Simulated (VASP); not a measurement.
# Local probes of BaThO3

Wanted: the field gradients at the nuclei of BaThO3. The cell has space group Pm-3m. The start is a cell from a database of measured crystal structures.

Program: VASP 6.6.1. Level of theory: LDA; plane waves and PAW (Th, Ba_sv_GW, O), in the first sound run; inputs show where later runs differ. Results are calculated unless marked as measured.

Report form: the programs' logs are mostly left out.

The database entry behind the starting cell is an old determination (1934), so it need not match the best structure at ambient conditions.

## 1. The structure

It takes space group Pm-3m (No. 221, cubic). The conventional cell has a = 4.480 Å, b = 4.480 Å, c = 4.480 Å, α = 90.00°, β = 90.00°, γ = 90.00°. Nearest to Th lie 6 O at 2.24 Å. Nearest to Ba lie 12 O at 3.17 Å. Nearest to O lie 2 Th at 2.24 Å and 4 Ba at 3.17 Å. Farther neighbours and most contacts between anions are not listed.

As a file:

```
Th Ba O
1.0
     4.48000    0.00000    0.00000
     0.00000    4.48000    0.00000
     0.00000    0.00000    4.48000
Th Ba O
1 1 3
Direct
  0.50000 0.50000 0.50000
  0.00000 0.00000 0.00000
  0.50000 0.00000 0.50000
  0.00000 0.50000 0.50000
  0.50000 0.50000 0.00000
```

## 2. Local probes at LDA

Field gradients probe the charge near the nuclei, so LASPH is on and the cutoff is at least 1.4 times the default of the data sets; this run is at LDA.

File INCAR:

```
SYSTEM = BaThO3
PREC = Accurate
ENCUT = 560
EDIFF = 1E-07
NELM = 100
ISMEAR = -1
SIGMA = 0.05
LREAL = .FALSE.
ALGO = Normal
GGA = CA
NBANDS = 26
LASPH = .TRUE.
LORBIT = 11
LWAVE = .FALSE.
LCHARG = .FALSE.
KPAR = 4
LEFG = .TRUE.
ICORELEVEL = 1
```

File POSCAR:

```
BaThO3
1.0
    4.4800000000      0.0000000000      0.0000000000
    0.0000000000      4.4800000000      0.0000000000
    0.0000000000      0.0000000000      4.4800000000
Th Ba O
1 1 3
Direct
    0.5000000000      0.5000000000      0.5000000000
    0.0000000000      0.0000000000      0.0000000000
    0.5000000000      0.0000000000      0.5000000000
    0.0000000000      0.5000000000      0.5000000000
    0.5000000000      0.5000000000      0.0000000000
```

File KPOINTS:

```
Automatic mesh
0
Gamma
6 6 6
0 0 0
```

PAW data sets: Th, Ba_sv_GW and O (PBE family, release 64).

Launch:

```sh
$ mpirun -np 4 vasp_std
```

Elapsed: 11 s, on 4 MPI ranks of Intel Xeon 6975P-C (Granite Rapids), shared host; peak memory 0.9 GiB.

These are scalar-relativistic Kohn-Sham levels of the ground state, with no core hole, so they are not binding energies. The PAW data sets were made with PBE, a small mismatch for LDA.

Numbers from this step:

* free energy (TOTEN): -45.75 eV
* Fermi energy: 5.725 eV
* pressure: 3.243 GPa

The two shallowest core shells; atoms whose shallowest level rounds to another's at 0.01 eV are left out. Core levels, by row:

```tsv
atom	shell	level below the valence-band top (eV)
Th1	5p	179.4
Th1	5d	79.93
Ba2	4p	174.1
Ba2	4d	82.87
O3	1s	504.4
```

Ordered as |Vzz| ≥ |Vxx| ≥ |Vyy|, the program's way. Electric field gradients, by row:

```tsv
atom	Vxx (V/Å²)	Vyy (V/Å²)	Vzz (V/Å²)	asymmetry
Th1	0	0	0	-
Ba2	0	0	0	-
O3	30	30	-60.01	0
O4	30	30	-60.01	0
O5	30	30	-60.01	0
```

The largest gradient is -60.01 V/Å², at O3.

## 3. Local probes at r2SCAN

This step: r2SCAN; plane waves and PAW (Th, Ba_sv_GW, O) (VASP 6.6.1).

Field gradients probe the charge near the nuclei, so LASPH is on and the cutoff is at least 1.4 times the default of the data sets; this run is at r2SCAN.

Changes to INCAR since step 2:

```diff
@@ -9,5 +9,5 @@
 ALGO = Normal
-GGA = CA
+METAGGA = R2SCAN
+LASPH = .TRUE.
 NBANDS = 26
-LASPH = .TRUE.
 LORBIT = 11
@@ -17,2 +17 @@
 LEFG = .TRUE.
-ICORELEVEL = 1
```

POSCAR is that of step 2.

KPOINTS is that of step 2.

Launch:

```sh
$ mpirun -np 4 vasp_std
```

It took 36 s on 4 MPI ranks; peak memory 1.1 GiB.

The PAW data sets were made with PBE, which is usual practice but a small mismatch for other functionals.

This step gave:

| Item | Value |
| --- | --- |
| free energy (TOTEN) | -136.8075 eV |
| Fermi energy | 5.784 eV |
| pressure | 8.516 GPa |

Ordered as |Vzz| ≥ |Vxx| ≥ |Vyy|, the program's way. Electric field gradients, by row:

```tsv
atom	Vxx (V/Å²)	Vyy (V/Å²)	Vzz (V/Å²)	asymmetry
Th1	0	0	0	-
Ba2	0	0	0	-
O3	29.44	29.44	-58.88	0
O4	29.44	29.44	-58.88	0
O5	29.44	29.44	-58.88	0
```

The largest gradient is -58.88 V/Å², at O3.

## 4. Summary

This step: electric field gradients, LDA, r2SCAN; plane waves and PAW (VASP 6.6.1).

No new run; the numbers come from the runs before.

Cost is wall time times ranks on a shared host. EFG, by row:

```tsv
functional	Vzz Th1 (V/Å²)	Vzz Ba2 (V/Å²)	Vzz O3 (V/Å²)	cost (core minutes)
LDA	0	0	-60.01	0.76
r2SCAN	0	0	-58.88	2.4
```

## 5. Outcome

```yaml
lda: largest |Vzz| 60.0 V/Å²
r2scan: largest |Vzz| 58.9 V/Å²
```

What this shows: The largest field gradient is that at O3, Vzz = -60.0 V/Å² at LDA, with an asymmetry of 0.00. On that site the functionals span -60.0 to -58.9 V/Å², at costs of 0.76 to 2.4 core minutes. For isotopes with a quadrupole moment, the coupling follows from Vzz times that moment. Kohn-Sham core levels are too shallow against measured binding energies; only differences between inequivalent sites of one element, where there are any, carry meaning. The given cell is kept, although it stands at +3.2 GPa at LDA and ENCUT = 560 eV, which holds the mismatch of the given cell with this functional, any error of the entry itself and any basis-set error. Not tabulated here, as repeats of values shown or as unfit to read for their mesh, reference level or band range: gaps (local probes).

[Lines on the potential files, build, host, timing and source positions are cut from VASP's logs without a mark.]

[Logs are printed without paths, hosts, clocks, repeated set-up lines and the standing remarks that a program may print on its own settings, such as how far it seeks lower states.]

[Hosts, paths, dates, database ids (printed as entryN), source tags and the programs' standing remarks are cut or masked in the printed files.]
